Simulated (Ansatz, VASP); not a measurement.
## CaMoO4 (powellite) in two plane-wave programs

Wanted: the spread between two codes on one cell, functional and k mesh. The cell is taken from a series of runs on this material, whose earlier steps may have relaxed, scaled, displaced or heated it; both programs get it as it stands.

Main program and level: Ansatz 0.2.0; plane waves, with VASP 6.6.1 beside it; relaxation of cell and atoms at PBEsol with D3(BJ).

## Step 1: The structure

The structure is tetragonal, space group I4_1/a (No. 88). Conventional cell: a = 5.163 Å, b = 5.163 Å, c = 11.173 Å, α = 90.00°, β = 90.00°, γ = 90.00°. Ca has 8 O at 2.40 to 2.42 Å nearest. Nearest to Mo lie 4 O at 1.78 Å. Nearest to O lie 1 Mo at 1.78 Å and 2 Ca at 2.40 to 2.42 Å. Farther neighbours and most contacts between anions are not listed.

## Step 2: VASP: relaxation of cell and atoms, PBEsol with D3(BJ)

The relaxed volume is the usual yardstick between codes: in a stiff, nearly cubic crystal its relative difference is about their pressure difference at one cell divided by the bulk modulus.

Lines of VASP's logs that name or quote its potential files are left out, and so is its time.

INCAR reads:

```
SYSTEM = CaMoO4
PREC = Accurate
ENCUT = 600
EDIFF = 1E-07
NELM = 120
ISMEAR = 0
SIGMA = 0.01
LREAL = .FALSE.
ALGO = Normal
GGA = PS
IVDW = 12
NBANDS = 60
LASPH = .TRUE.
LORBIT = 11
LWAVE = .FALSE.
LCHARG = .FALSE.
ISIF = 3
IBRION = 2
NSW = 80
EDIFFG = -0.005
GGA_COMPAT = .FALSE.
NELMIN = 4
EFERMI = MIDGAP
KPAR = 2
```

POSCAR reads:

```
CaMoO4
1.0
   -2.5817120000      2.5817120000      5.5864040000
    2.5817120000     -2.5817120000      5.5864040000
    2.5817120000      2.5817120000     -5.5864040000
Ca Mo O
2 2 8
Direct
    0.7500000000      0.2500000000      0.5000000000
    0.0000000000      0.0000000000      0.0000000000
    0.2500000000      0.7500000000      0.5000000000
    0.5000000000      0.5000000000      0.0000000000
    0.5795755338      0.9920483425      0.8986025552
    0.7420484320      0.3434458768      0.9124728087
    0.0934457873      0.6809729786      0.1013974448
    0.4309729786      0.8295755338      0.0875271913
    0.1704243767      0.2579515680      0.6013974448
    0.0079515680      0.9065539295      0.5875269976
    0.6565541232      0.5690269319      0.3986025552
    0.3190269319      0.4204243767      0.4124728087
```

KPOINTS reads:

```
Automatic mesh
0
Gamma
6 6 6
0 0 0
```

The projector-augmented-wave data sets are Ca_sv, Mo_sv and O (PBE family, release 64).

Command:

```sh
mpirun -np 2 vasp_std
```

Numbers of over 12 decimals in the logs are rounded to 6 here.

Output:

```text
[banner, memory and clock lines left out]
running    2 mpi-ranks, on    1 nodes
 distrk:  each k-point on    1 cores,    2 groups
 distr:  one band on    1 cores,    1 groups

 POSCAR found type information on POSCAR CaMoO
 POSCAR found :  3 types and      12 ions
|                                                                             |
|               ----> ADVICE to this user running VASP <----                  |
|                                                                             |
|     You enforced a specific xc type in the INCAR file but a different       |
|     [... a line on the potential file left out ...]
|     I HOPE YOU KNOW WHAT YOU ARE DOING!                                     |
|                                                                             |

 LDA part: xc-table for (Slater+PW92), standard interpolation
 POSCAR, INCAR and KPOINTS ok, starting setup
 FFT: planning ... GRIDC
 FFT: planning ... GRID_SOFT
 FFT: planning ... GRID
 WAVECAR not read
 entering main loop
       N       E                     dE             d eps       ncg     rms          rms(c)
DAV:   1     0.112145298986E+04    0.11215E+04   -0.58844E+04  4320   0.182E+03
DAV:   2    -0.343032794443E+02   -0.11558E+04   -0.11173E+04  5160   0.495E+02
DAV:   3    -0.119863548461E+03   -0.85560E+02   -0.85023E+02  5628   0.140E+02
DAV:   4    -0.122473874440E+03   -0.26103E+01   -0.26038E+01  6560   0.217E+01
DAV:   5    -0.122567792283E+03   -0.93918E-01   -0.93872E-01  6092   0.339E+00    0.905E+01
DAV:   6    -0.102397229613E+03    0.20171E+02   -0.13503E+02  5096   0.561E+01    0.156E+01
DAV:   7    -0.101400095945E+03    0.99713E+00   -0.37095E+01  4888   0.303E+01    0.246E+01
DAV:   8    -0.100449466826E+03    0.95063E+00   -0.29478E+00  4976   0.107E+01    0.178E+00
DAV:   9    -0.100453253146E+03   -0.37863E-02   -0.21226E-01  5720   0.221E+00    0.119E+00
DAV:  10    -0.100449225960E+03    0.40272E-02   -0.37424E-02  6144   0.128E+00    0.311E-01
DAV:  11    -0.100449184505E+03    0.41455E-04   -0.75168E-03  5428   0.424E-01    0.143E-01
DAV:  12    -0.100449326044E+03   -0.14154E-03   -0.79675E-04  5768   0.169E-01    0.104E-01
DAV:  13    -0.100449335099E+03   -0.90552E-05   -0.92731E-05  5660   0.494E-02    0.217E-02
DAV:  14    -0.100449337303E+03   -0.22041E-05   -0.15585E-05  5280   0.191E-02    0.136E-02
DAV:  15    -0.100449335945E+03    0.13583E-05   -0.76345E-06  4928   0.150E-02    0.439E-03
DAV:  16    -0.100449336072E+03   -0.12661E-06   -0.55909E-07  4840   0.371E-03    0.168E-03
DAV:  17    -0.100449336086E+03   -0.14439E-07   -0.16536E-07  3160   0.190E-03
   1 F= -.10262193E+03 E0= -.10262193E+03  d E =-.102622E+03
[...]
2 F= -.10261889E+03 E0= -.10261889E+03  d E =0.304629E-02
[...]
3 F= -.10262247E+03 E0= -.10262247E+03  d E =-.541729E-03
[...]
4 F= -.10262252E+03 E0= -.10262252E+03  d E =-.455481E-04
[...]
5 F= -.10262261E+03 E0= -.10262261E+03  d E =-.136948E-03
[...]
6 F= -.10262259E+03 E0= -.10262259E+03  d E =-.113617E-03
[...]
7 F= -.10262263E+03 E0= -.10262263E+03  d E =-.160721E-03
 curvature:  -1.52 expect dE=-0.550E-04 dE for cont linesearch -0.107E-07
 trial: gam= 0.63536 g(F)=  0.118E-04 g(S)=  0.245E-04 ort =-0.644E-06 (trialstep = 0.179E+01)
 search vector abs. value=  0.592E-04
 bond charge predicted
       N       E                     dE             d eps       ncg     rms          rms(c)
DAV:   1    -0.100451756201E+03    0.76175E-03   -0.39016E-02  4320   0.102E+00    0.143E-01
DAV:   2    -0.100451572695E+03    0.18351E-03   -0.10018E-03  4412   0.177E-01    0.702E-02
DAV:   3    -0.100451525557E+03    0.47138E-04   -0.11448E-04  5368   0.514E-02    0.316E-02
DAV:   4    -0.100451510817E+03    0.14740E-04   -0.30004E-05  5304   0.392E-02    0.363E-02
DAV:   5    -0.100451509795E+03    0.10220E-05   -0.92638E-06  6308   0.171E-02    0.880E-03
DAV:   6    -0.100451510136E+03   -0.34150E-06   -0.26331E-06  5360   0.692E-03    0.332E-03
DAV:   7    -0.100451510491E+03   -0.35450E-06   -0.12680E-07  3128   0.232E-03    0.484E-04
DAV:   8    -0.100451510552E+03   -0.60925E-07   -0.32305E-08  2532   0.108E-03
   8 F= -.10262267E+03 E0= -.10262267E+03  d E =-.322274E-04
 trial-energy change:   -0.000032  1 .order   -0.000039   -0.000064   -0.000013
 step:   2.2594(harm=  2.2594)  dis= 0.00084  next Energy=  -102.622675 (dE=-0.405E-04)
 reached required accuracy - stopping structural energy minimisation
```

Parts of OUTCAR (step 2):

```text
ion  position               nearest neighbor table
   1  0.750  0.250  0.500-   9 2.40  11 2.40   6 2.40   8 2.40   7 2.42   5 2.42  12 2.42  10 2.42

  LATTYP: Found a body centered tetragonal cell.
 ALAT       =     5.1634240000
 C/A-ratio  =     2.1638370198

 Subroutine GETGRP returns: Found  8 space group operations
 (whereof  4 operations were pure point group operations)

The static configuration has the point symmetry S_4 .
 The point group associated with its full space group is C_4h.

 Found     36 irreducible k-points:

   k-points           NKPTS =     36   k-points in BZ     NKDIM =     36   number of bands    NBANDS=     60

   dimension x,y,z NGX =    54 NGY =   54 NGZ =   54
   dimension x,y,z NGXF=   108 NGYF=  108 NGZF=  108

   ENCUT  =  600.0 eV  44.10 Ry    6.64 a.u.  13.33 13.33 13.33*2*pi/ulx,y,z

   NELECT =      96.0000    total number of electrons

 k-points in reciprocal lattice and weights: Automatic mesh
   0.00000000  0.00000000  0.00000000       0.005
   0.16666667  0.00000000 -0.00000000       0.037
   0.33333333  0.00000000  0.00000000       0.037
   0.50000000  0.00000000 -0.00000000       0.019
   0.16666667  0.16666667 -0.00000000       0.037
   0.33333333  0.16666667 -0.00000000       0.037
  -0.33333333 -0.16666667  0.50000000       0.037
   0.50000000  0.16666667 -0.00000000       0.037
   0.50000000 -0.16666667 -0.33333333       0.037
[...]
-0.33333333 -0.33333333  0.33333333       0.009
   0.50000000  0.50000000  0.50000000       0.005

 Edisp (eV)   -2.17012

 average (electrostatic) potential at core
       1 -43.1310       2 -43.1310       3 -78.6281       4 -78.6281       5 -70.7869
       6 -70.7869       7 -70.7869       8 -70.7869       9 -70.7869      10 -70.7869
      11 -70.7869      12 -70.7869

 E-fermi :   4.4428

 k-point     1 :       0.0000    0.0000    0.0000
  band No.  band energies     occupation
    ...
     44       1.5758      2.00000
     45       2.1221      2.00000
     46       2.4146      2.00000
     47       2.7741      2.00000
     48       2.7741      2.00000
     49       6.1116      0.00000
     50       6.5230      0.00000
     51       6.8183      0.00000
     52       6.9177      0.00000
     53       8.3730      0.00000
    ...

 k-point     2 :       0.1667    0.0000   -0.0000
  band No.  band energies     occupation
    ...
     44       1.7986      2.00000
     45       2.0321      2.00000
     46       2.4422      2.00000
     47       2.6680      2.00000
     48       2.6850      2.00000
     49       6.1848      0.00000
     50       6.5546      0.00000
     51       6.8356      0.00000
     52       6.8753      0.00000
     53       8.3192      0.00000
    ...

 k-point     3 :       0.3333    0.0000    0.0000
  band No.  band energies     occupation
    ...
     44       1.9538      2.00000
     45       2.0844      2.00000
     46       2.3340      2.00000
     47       2.4822      2.00000
     48       2.5552      2.00000
     49       6.3618      0.00000
     50       6.6302      0.00000
     51       6.6982      0.00000
     52       6.9110      0.00000
     53       8.2234      0.00000
    ...

 Edisp (eV)   -2.17116

  Total       0.00527     0.00527    -0.00768    -0.00000     0.00000     0.00000
  in kB       0.05662     0.05662    -0.08254    -0.00000     0.00000     0.00000
  external pressure =        0.01 kB  Pullay stress =        0.00 kB

  energy-cutoff  :      600.00
  volume of cell :      149.04
      direct lattice vectors                 reciprocal lattice vectors
    -2.583332021  2.583332018  5.583090987    -0.000000000  0.193548486  0.089556126
     2.583332021 -2.583332018  5.583090987     0.193548486  0.000000000  0.089556126
     2.583332018  2.583332021 -5.583090987     0.193548485  0.193548486  0.000000000

 POSITION                                       TOTAL-FORCE (eV/Angst)
 -----------------------------------------------------------------------------------
     -0.00000      2.58333      2.79155         0.000000     -0.000000      0.000000
     -0.00000      5.16666      0.00000         0.000000     -0.000000      0.000000
      2.58333      0.00000      2.79155         0.000000     -0.000000      0.000000
      2.58333      2.58333      0.00000         0.000000     -0.000000      0.000000
      3.38958      1.25400      3.76034         0.002041      0.000249     -0.001588
      1.32933      3.38958      0.96879        -0.000249      0.002041     -0.001588
      1.77709     -1.25400      3.76034        -0.002041     -0.000249     -0.001588
      1.25400     -0.80624      6.55188         0.000249     -0.002041     -0.001588
      1.77709      1.32933     -0.96879        -0.002041     -0.000249      0.001588
      3.83733     -0.80624      1.82275         0.000249     -0.002041      0.001588
      0.80624      1.25400      4.61430         0.002041      0.000249      0.001588
      1.32933      0.80624      1.82275        -0.000249      0.002041      0.001588
 -----------------------------------------------------------------------------------
    total drift:                                0.000948      0.000248      0.003690

  FREE ENERGIE OF THE ION-ELECTRON SYSTEM (eV)
  ---------------------------------------------------
  free  energy   TOTEN  =      -102.6226664628 eV

  energy  without entropy=     -102.6226664628  energy(sigma->0) =     -102.62266646

 reached required accuracy - stopping structural energy minimisation

 total charge
# of ion       s       p       d       tot
------------------------------------------
    1        2.025   5.869   0.245   8.139
    2        2.025   5.869   0.245   8.139
    3        2.463   6.361   4.031  12.854
    4        2.463   6.361   4.031  12.854
    5        1.574   3.455   0.000   5.030
    6        1.574   3.455   0.000   5.030
    7        1.574   3.455   0.000   5.030
    8        1.574   3.455   0.000   5.030
    9        1.574   3.455   0.000   5.030
   10        1.574   3.455   0.000   5.030
   11        1.574   3.455   0.000   5.030
   12        1.574   3.455   0.000   5.030
--------------------------------------------------
tot         21.572  52.100   8.551  82.223

[... 3 further parts left out ...]
```

## Step 3: Ansatz: relaxation of cell and atoms, PBEsol with D3(BJ)

Ansatz runs on its PAW soft_1 files.

The same cell, functional and mesh now go to Ansatz, which takes its cutoff from its data sets.

input.yaml reads:

```yaml
crystal:
  lattice:
    - [-2.581711657, 2.581711657, 5.5864037049]
    - [2.581711657, -2.581711657, 5.5864037049]
    - [2.581711657, 2.581711657, -5.5864037049]
  atoms:
    - { symbol: Ca, position: [0.75, 0.25, 0.5] }
    - { symbol: Ca, position: [0.0, 0.0, 0.0] }
    - { symbol: Mo, position: [0.25, 0.75, 0.5] }
    - { symbol: Mo, position: [0.5, 0.5, 0.0] }
    - { symbol: O, position: [0.5795755756, 0.9920484029, 0.8986025372] }
    - { symbol: O, position: [0.7420484029, 0.3434458657, 0.9124728274] }
    - { symbol: O, position: [0.0934458657, 0.6809730384, 0.1013974628] }
    - { symbol: O, position: [0.4309730384, 0.8295755756, 0.0875271726] }
    - { symbol: O, position: [0.1704244244, 0.2579515971, 0.6013974628] }
    - { symbol: O, position: [0.0079515971, 0.9065541343, 0.5875271726] }
    - { symbol: O, position: [0.6565541343, 0.5690269616, 0.3986025372] }
    - { symbol: O, position: [0.3190269616, 0.4204244244, 0.4124728274] }
kpoints:
  mp_grid: { grid: [6, 6, 6] }
hamiltonian:
  xc: pbesol
  dispersion: d3bj
  pseudopotentials: { kind: paw, azcp: { folder: soft_1 }, xc_functional: pbe }
scf:
  occupations: { method: fixed }
output:
  forces: true
  stress: true
  eigenvalues: true
  write_density: true
  write_potential: true
  elf: true
  volumetric_format: npy
relax:
  adjacent_minimum: "off"
  f_tol: 0.001
  max_steps: 60
  cell: { stress_tol: 0.01 }
```

Command:

```sh
ansatz run input.yaml --threads 4 --pin off --max-ram 8192MiB --backend cpu --events-out ev --progress --plain --runs-dir out
```

Output:

```text
Engine: ansatz 0.2.0, x86_64-unknown-linux-gnu
Pseudopotentials: kind: paw
Pseudopotential: Ca, paw, valence charge 10, recommended cutoff 420 eV (normal), soft_1/Ca.paw.azcp
Pseudopotential: Mo, paw, valence charge 14, recommended cutoff 420 eV (normal), soft_1/Mo.paw.azcp
Pseudopotential: O, paw, valence charge 6, recommended cutoff 420 eV (normal), soft_1/O.paw.azcp
Functional definition: PBEsol
  exchange = pbesol_x
  correlation = pbesol_c
Crystal: 12 atoms, lattice volume = 148.939 Å³
Basis set: ecut = 420 eV, 2899 PW (Γ), exchange–correlation on 90×90×90 points (8 copies of the dense FFT grid, shifted against one another)
Bands: 60, of which v1, the nominal top of the filled ones, is band 48 counted from 1 (47 counted from 0)
Symmetry: 8 space group operations
Space group: I41/a (ITA 88), of the structure as read, at distance tolerance 5.3e-5 Å
k-points: 36 of 216
Non-local potential: Ca, projectors of the file, l = 0: 3, l = 1: 2, l = 2: 2
Non-local potential: Mo, projectors of the file, l = 0: 3, l = 1: 2, l = 2: 2, l = 3: 1
Non-local potential: O, projectors of the file, l = 0: 2, l = 1: 2, l = 2: 1
PAW form: soft (Blöchl's): semilocal exchange-correlation on the pseudo side does not see the compensation charge
PAW frozen core: Ca, regenerated for the run's functional, and the local potential with it (the file was generated under x = pbe(κ = 0.804, μ = 0.219515), c = pbe(β = 0.066725))
PAW frozen core: Mo, regenerated for the run's functional, and the local potential with it (the file was generated under x = pbe(κ = 0.804, μ = 0.219515), c = pbe(β = 0.066725))
PAW frozen core: O, regenerated for the run's functional, and the local potential with it (the file was generated under x = pbe(κ = 0.804, μ = 0.219515), c = pbe(β = 0.066725))
PAW one-centre angular grid: Ca, 110 points (default); XC on 64 Gauss nodes
PAW one-centre angular grid: Mo, 590 points (default); XC on 64 Gauss nodes
PAW one-centre angular grid: O, 110 points (default); XC on 64 Gauss nodes
Initial density: superposition of atomic densities (chi_scale 0.1, normalization cell, long waves kept (reshape's long-wave potential 0.03 eV rms))
Initial wavefunctions: pseudopotential atomic-orbital guess
Functional: x = pbesol(κ = 0.804, μ = 0.123457), c = pbesol(β = 0.046)
SCF iter   1: F=—  HF=-17892.937587 eV  |F-HF|=—  |Δ(HF+E_count)|=         —  Δρ=1.21e-1  dr2=4.48e1  ethr=3.10e-3  ⟨swp⟩=6.5  Hψ=9248  notcnv=0  defer=309
preconditioner: auto → Resta (q_TF=auto, 2.536 Å⁻¹)  ε∞=4.6  [insulator: Δε(μ)=4.184 eV  Ē_g=14.005 eV  n_scr=36 (ndim 8)  ℏωp=26.5 eV  f_vac=0.000  ε∞_Penn≈4.6]
SCF iter   2: F=—  HF=-17883.220165 eV  |F-HF|=—  |Δ(HF+E_count)|=    9.72e0  Δρ=5.90e-2  dr2=4.15e0  ethr=3.10e-3  ⟨swp⟩=5.2  Hψ=6147  notcnv=0  defer=307
[...]
E_local      = -6544.965915  (includes V_loc(G=0)·N_el)
  E_nonlocal   = 896.706330
  E_hartree    = 2273.190259
  E_xc         = -1168.837090
  E_vxc        = -1479.366310  (∫ρ·V_xc dr)
  E_paw        = -9247.175079  (= ΣΔE_a)
  E_vpaw       = -807.599709  (= ΣTr[D̂ρ^β])
  E_aug_tail   = 0.006202  (compensation charges beyond the density's cutoff)
  E_ewald      = -6786.859554
  E_disp       = -2.173279  (pairwise vdW)
  E_core_change = 0.938492  (= ΣΔE_core)
  E_smearing   = -0.000000  (= −TS)
  E_closure    = -0.000000  (closes the sum)
  Σ components = -17882.026488   (vs F -17882.026488, Δ=0.00e0)
--- Forces (eV/Å), atoms counted from 1 ---
  atom   1  Ca    -0.00000000     0.00000000     0.00000000
  atom   2  Ca    -0.00000000     0.00000000     0.00000000
  atom   3  Mo     0.00000000     0.00000000     0.00000000
  atom   4  Mo     0.00000000    -0.00000000     0.00000000
  atom   5  O     -0.00003832     0.00032983     0.00029399
  atom   6  O     -0.00032983    -0.00003832     0.00029399
  atom   7  O      0.00003832    -0.00032983     0.00029399
  atom   8  O      0.00032983     0.00003832     0.00029399
  atom   9  O      0.00003832    -0.00032983    -0.00029399
  atom  10  O      0.00032983     0.00003832    -0.00029399
  atom  11  O     -0.00003832     0.00032983    -0.00029399
  atom  12  O     -0.00032983    -0.00003832    -0.00029399
  max |Σ_I F_I| component: 1.95e-18 eV/Å
--- Stress (GPa, compression-positive) ---
        0.002735      -0.000000       0.000000
        0.000000       0.002735       0.000000
        0.000000      -0.000000      -0.002622
  P = ⅓ Tr σ = 0.0009 GPa (0.009 kbar)
--- Band table (eV; the first three rows and the last of 36) ---
  k-point 0: bands = [... 44 lower, 6.8097, 7.1135, 7.4652, 7.4652, 10.8245, 11.2375, 11.5356, 11.6303, ... 8 higher]
  k-point 1: bands = [... 44 lower, 6.9039, 7.0482, 7.1974, 7.3616, 10.9339, 11.3179, 11.5263, 11.6490, ... 8 higher]
  k-point 2: bands = [... 44 lower, 6.6330, 6.8811, 7.0725, 7.1692, 11.0540, 11.2833, 11.4898, 11.6921, ... 8 higher]
  k-point 35: bands = [... 44 lower, 6.9950, 6.9950, 7.4208, 7.4208, 11.0333, 11.0333, 11.3113, 11.3113, ... 8 higher]
--- Relaxed structure (2 steps of the walk, 2 accepted, 1 SCFs on fresh bases) ---
  F+E_penalty+E_count = -17882.02648790 eV   max|allowed force component| = 3.298e-4 eV/Å   (the final SCF, on the basis selected at the relaxed cell)
  cell:  # Å, volume = 148.9345 Å³
    - [-2.581662, 2.581662, 5.586459]
    - [2.581662, -2.581662, 5.586459]
    - [2.581662, 2.581662, -5.586459]
  atoms:
    - { symbol: Ca, position: [0.750000, 0.250000, 0.500000] }
    - { symbol: Ca, position: [0, 0, 0] }
    - { symbol: Mo, position: [0.250000, 0.750000, 0.500000] }
    - { symbol: Mo, position: [0.5, 0.5, 0] }
    - { symbol: O, position: [0.579565, 0.992077, 0.898596] }
    - { symbol: O, position: [0.742077, 0.343481, 0.912512] }
    - { symbol: O, position: [0.093481, 0.680969, 0.101404] }
    - { symbol: O, position: [0.430969, 0.829565, 0.087488] }
    - { symbol: O, position: [0.170435, 0.257923, 0.601404] }
    - { symbol: O, position: [0.00792291, 0.906519, 0.587488] }
    - { symbol: O, position: [0.656519, 0.569031, 0.398596] }
    - { symbol: O, position: [0.319031, 0.420435, 0.412512] }
```

## Step 4: Differences

Known differences besides the potentials themselves: fixed occupations in Ansatz, narrow Gaussian smearing in VASP; the cutoff is 420 eV in Ansatz and 600 eV in VASP; Ansatz makes its cores anew for this functional, VASP keeps those of its PBE data sets. Total energies have different zeros and are not compared.

Both answers:

| quantity | Ansatz | VASP | difference |
| --- | --- | --- | --- |
| volume (Å³) | 148.93 | 149.04 | -0.07 % |
| edge a after relaxation, in the typed setting (Å) | 6.674 | 6.672 | +0.02 % |

## Step 5: What came out

| Property | Result |
| --- | --- |
| difference in volume (relaxation of cell and atoms, PBEsol with D3(BJ)) | -0.069 % |

**Reading.** The difference in volume is -0.069 % (relaxation of cell and atoms, PBEsol with D3(BJ)), within the 1.2 % picked in this series as the mark of a large difference, as far as the stopping tolerances let one tell. 1 further run of this series is not shown here. Such differences can come from data sets, numerical settings and the points named under the comparisons, not from the functional's error against experiment.

[Lines on the potential files, build, host, timing and source positions are cut from VASP's logs without a mark.]

[Logs are printed without paths, hosts, clocks, repeated set-up lines and the standing remarks that a program may print on its own settings, such as how far it seeks lower states.]

[Hosts, paths, dates, database ids (printed as entryN), source tags and the programs' standing remarks are cut or masked in the printed files.]
